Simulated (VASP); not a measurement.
Calculation: PBEsol GGA, VASP's PBE PAW potentials (set 64) (plane waves; VASP).

The input files of a VASP run:

**INCAR**
```
! general
SYSTEM  = CsPbCl3
PREC    = Accurate
ENCUT   = 400
LREAL   = .False.
LASPH   = .True.
ICHARG  = 11

! electronic loop
EDIFF   = 1E-7
NELM    = 100
ALGO    = Normal
LMAXMIX = 4

! smearing
ISMEAR  = 0
SIGMA   = 0.05

! functional
GGA     = PS

! output
LWAVE   = .False.
LCHARG  = .False.
LORBIT  = 11
```

POSCAR:
```
CsPbCl3
1
    3.9605657950     2.2866341021     3.2584424619
   -3.9605657950     2.2866341021     3.2584424619
   -0.0000000000    -4.5732672262     3.2584424698
Cs Pb Cl
1 1 3
Direct
  0.5000000000   0.5000000000   0.5000000000
  0.0000000000   1.0000000000   1.0000000000
  0.5000000000   0.0182942880   0.9817057120
  0.9817057120   0.5000000000   0.0182942880
  0.0182942880   0.9817057120   0.5000000000
```

KPOINTS:
```
k-points along high-symmetry lines
12
Line-mode
Reciprocal
  0.000000   0.000000   0.000000 ! GAMMA
  0.500000   0.500000   0.500000 ! T

  0.500000   0.500000   0.500000 ! T
  0.505438   0.494562   0.500000 ! H_2

  0.500000  -0.494562   0.494562 ! H_0
  0.500000   0.000000   0.000000 ! L

  0.500000   0.000000   0.000000 ! L
  0.000000   0.000000   0.000000 ! GAMMA

  0.000000   0.000000   0.000000 ! GAMMA
  0.497281  -0.497281   0.000000 ! S_0

  0.502719   0.000000   0.497281 ! S_2
  0.500000   0.000000   0.500000 ! F

  0.500000   0.000000   0.500000 ! F
  0.000000   0.000000   0.000000 ! GAMMA
```

POTCAR, in this order: Cs_sv Pb_d Cl (PBE.64 set). Program: vasp_std. Read from the step before: CHGCAR.

The run wrote:

File OUTCAR:
```
 ion  position               nearest neighbor table
   1  0.500  0.500  0.500-
   2  0.000  0.000  0.000-   5 2.81   5 2.81   4 2.81   3 2.81   4 2.81   3 2.81
   3  0.500  0.018  0.982-   2 2.81   2 2.81
   4  0.982  0.500  0.018-   2 2.81   2 2.81
   5  0.018  0.982  0.500-   2 2.81   2 2.81
  LATTYP: Found a trigonal (rhomboedric) cell.
 ALAT       =     5.6153557725
 COS(alpha) =     0.0050760300
 Subroutine PRICEL returns:
 Original cell was already a primitive cell.
 Subroutine GETGRP returns: Found  6 space group operations
The static configuration has the point symmetry D_3 .
The dynamic configuration has the point symmetry D_3 .
 Subroutine INISYM returns: Found  6 space group operations
   k-points           NKPTS =     84   k-points in BZ     NKDIM =     84   number of bands    NBANDS=     26
   number of dos      NEDOS =    301   number of ions     NIONS =      5
   total plane-waves  NPLWV =  64000
   dimension x,y,z NGX =    40 NGY =   40 NGZ =   40
   dimension x,y,z NGXF=    80 NGYF=   80 NGZF=   80
   ions per type =               1   1   3
   PREC   = accura    normal or accurate (medium, high low for compatibility)
   ISTART =      0    job   : 0-new  1-cont  2-samecut
   ICHARG =     11    charge: 1-file 2-atom 10-const
   ISPIN  =      1    spin polarized calculation?
   LNONCOLLINEAR =      F non collinear calculations
   LSORBIT =      F    spin-orbit coupling
   INIWAV =      1    electr: 0-lowe 1-rand  2-diag
   ENCUT  =  400.0 eV  29.40 Ry    5.42 a.u.   9.16  9.16  9.16*2*pi/ulx,y,z
   NELM   =    100;   NELMIN=  2; NELMDL= -5     # of ELM steps
   EDIFF  = 0.1E-06   stopping-criterion for ELM
   LREAL  =      F    real-space projection
   NLSPLINE    = F    spline interpolate recip. space projectors
   LMAXMIX     =    4 max onsite mixed and CHGCAR
   VOSKOWN=      0    Vosko Wilk Nusair interpolation
   EDIFFG = 0.1E-05   stopping-criterion for IOM
   NSW    =      0    number of steps for IOM
   NBLOCK =      1;   KBLOCK =      1    inner block; outer block
   IBRION =     -1    ionic relax: 0-MD 1-quasi-New 2-CG
   NFREE  =      0    steps in history (QN), initial steepest desc. (CG)
   ISIF   =      2    stress and relaxation
   ISYM   =      2    0-nonsym 1-usesym 2-fastsym
   TEIN   =    0.0    initial temperature
   TEBEG  =    0.0;   TEEND  =   0.0 temperature during run
   SMASS  =  -3.00    Nose mass-parameter (am)
   PSTRESS=    0.0 pullay stress
   NELECT =      44.0000    total number of electrons
   EFERMI =   0.00;   METHOD = LEGACY
   ISMEAR =     0;   SIGMA  =   0.05  broadening in eV -4-tet -1-fermi 0-gaus
   IALGO  =     38    algorithm
   LDIAG  =      T    sub-space diagonalisation (order eigenvalues)
   IMIX   =      4    mixing-type and parameters
     AMIX     =   0.40;   BMIX     =  1.00
     AMIX_MAG =   1.60;   BMIX_MAG =  1.00
     AMIN     =   0.10
   GGA     = PS    functional components
   VOSKOWN =     0    Vosko Wilk Nusair interpolation
   LHFCALC =     F    Hartree Fock is set to
   LHFONE  =     F    Hartree Fock one center treatment
   AEXX    =    0.0000 exact exchange contribution
   IVDW    =     0    specifies the selected vdW correction
   LEPSILON=     F    determine dielectric tensor
   LRPA    =     F    only Hartree local field effects (RPA)
  energy-cutoff  :      400.00
  volume of cell :      177.06
      direct lattice vectors                 reciprocal lattice vectors
     3.960565795  2.286634102  3.258442462     0.126244589  0.072887346  0.102298357
    -3.960565795  2.286634102  3.258442462    -0.126244589  0.072887346  0.102298357
     0.000000000 -4.573267226  3.258442470     0.000000000 -0.145774691  0.102298379
 k-point     1 :   0.0000 0.0000 0.0000  plane waves:    3203
 k-point     2 :   0.0455 0.0455 0.0455  plane waves:    3224
 k-point     3 :   0.0909 0.0909 0.0909  plane waves:    3209
 k-point     4 :   0.1364 0.1364 0.1364  plane waves:    3194
 k-point     5 :   0.1818 0.1818 0.1818  plane waves:    3200
 k-point     6 :   0.2273 0.2273 0.2273  plane waves:    3215
...
```

**OSZICAR**
```
       N       E                     dE             d eps       ncg     rms          rms(c)
DAV:   1     0.372574326733E+03    0.37257E+03   -0.16697E+04  4384   0.124E+03
DAV:   2     0.241990063888E+02   -0.34838E+03   -0.34144E+03  5596   0.323E+02
DAV:   3    -0.159402679740E+02   -0.40139E+02   -0.39738E+02  5130   0.123E+02
DAV:   4    -0.174425127160E+02   -0.15022E+01   -0.14941E+01  5628   0.309E+01
DAV:   5    -0.175004870933E+02   -0.57974E-01   -0.57946E-01  5840   0.482E+00
DAV:   6    -0.175027298769E+02   -0.22428E-02   -0.22425E-02  6514   0.976E-01
DAV:   7    -0.175027540036E+02   -0.24127E-04   -0.24125E-04  5828   0.847E-02
DAV:   8    -0.175027543916E+02   -0.38799E-06   -0.38799E-06  6328   0.116E-02
DAV:   9    -0.175027544011E+02   -0.95415E-08   -0.95664E-08  3956   0.112E-03
   1 F= -.17502754E+02 E0= -.17502754E+02  d E =-.518083E-18
```

### OUTCAR
```
 val. band max:        1.5869967233   @ k =   0.5000   0.5000   0.5000

 cond. band min:       3.4806400981   @ k =   0.4545   0.4545   0.4545



 k-point     1 :       0.0000    0.0000    0.0000
  band No.  band energies     occupation
      1     -19.6588      2.00000
      2     -15.1067      2.00000
      3     -15.1067      2.00000
      4     -14.8679      2.00000
      5     -14.8679      2.00000
      6     -14.8652      2.00000
      7     -13.4568      2.00000
      8     -12.5834      2.00000
      9     -12.5834      2.00000
     10      -6.4476      2.00000
     11      -6.4476      2.00000
     12      -6.4435      2.00000
     13      -5.0628      2.00000
     14      -3.0151      2.00000
     15      -3.0015      2.00000
     16      -3.0015      2.00000
     17      -0.9638      2.00000
     18      -0.9638      2.00000
     19      -0.9384      2.00000
     20      -0.8537      2.00000
     21      -0.8537      2.00000
     22      -0.8370      2.00000
     23       4.8898      0.00000
     24       5.8846      0.00000
     25       5.8846      0.00000
     26       6.7715      0.00000

 k-point     2 :       0.0455    0.0455    0.0455
  band No.  band energies     occupation
      1     -19.6586      2.00000
      2     -15.1042      2.00000
      3     -15.1032      2.00000
      4     -14.8680      2.00000
      5     -14.8680      2.00000
      6     -14.8653      2.00000
      7     -13.4495      2.00000
      8     -12.6015      2.00000
      9     -12.5830      2.00000
     10      -6.4493      2.00000
     11      -6.4455      2.00000
     12      -6.4408      2.00000
     13      -5.1603      2.00000
     14      -3.0120      2.00000
     15      -2.9329      2.00000
     16      -2.9101      2.00000
     17      -1.0079      2.00000
     18      -0.9499      2.00000
     19      -0.9481      2.00000
     20      -0.8612      2.00000
     21      -0.8441      2.00000
     22      -0.8323      2.00000
     23       4.9502      0.00000
...
```

The density is held fixed in this step, so its total energy and stress have no physical meaning. Unless said otherwise, spin-orbit coupling is left out, though it shifts the bands of the heavy elements here.

The structure comes from a computed database's CsPbCl3 entry (R32); how it stands against other phases isn't given here. It was relaxed first.
